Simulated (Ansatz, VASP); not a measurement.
# HfTa in VASP and in Ansatz

```xyz
2
Lattice="0.0000 2.8215 2.8215 2.8215 0.0000 2.8215 2.8215 2.8215 0.0000" Properties=species:S:1:pos:R:3 pbc="T T T"
Hf    0.0000    0.0000    0.0000
Ta    2.8215    2.8215    2.8215
```

Change from the starting cell: species swapped into the TmAs type (Fm-3m, No. 225).

Alike in both runs: task relaxation of cell and atoms; functional PBE; k mesh 18 × 18 × 18; occupations gaussian, width 0.1 eV; no spin polarisation.

|  | VASP | Ansatz |
| --- | --- | --- |
| version | VASP 6.6.1 | Ansatz 0.2.0 |
| potentials or method | VASP PAW PBE potentials, release 64 (Hf_pv, Ta_pv) | scalar-relativistic, plane waves, PAW |
| plane-wave cutoff (eV) | 600 | 420 |
| valence electrons in the cell | 21 | 39 |

Ansatz gave:

| Quantity | Value |
| --- | --- |
| gap on the k mesh at the Fermi level, each at its own relaxed structure (eV) | none |
| relaxed volume (Å³/atom) | 22.54 |
| relaxed cell length with the largest relative difference (Å) | 3.995 |

Question: Which values does VASP return?

Answer: gap on the k mesh at the Fermi level, each at its own relaxed structure (eV): none; relaxed volume (Å³/atom): 22.50; relaxed cell length with the largest relative difference (Å): 3.992.

A gap of «none» marks a metal or a gap that the smearing closes. The two sets of potentials don't hold the same shells in valence.

The runs have no spin-orbit coupling, so splittings on Hf, Ta are missing.
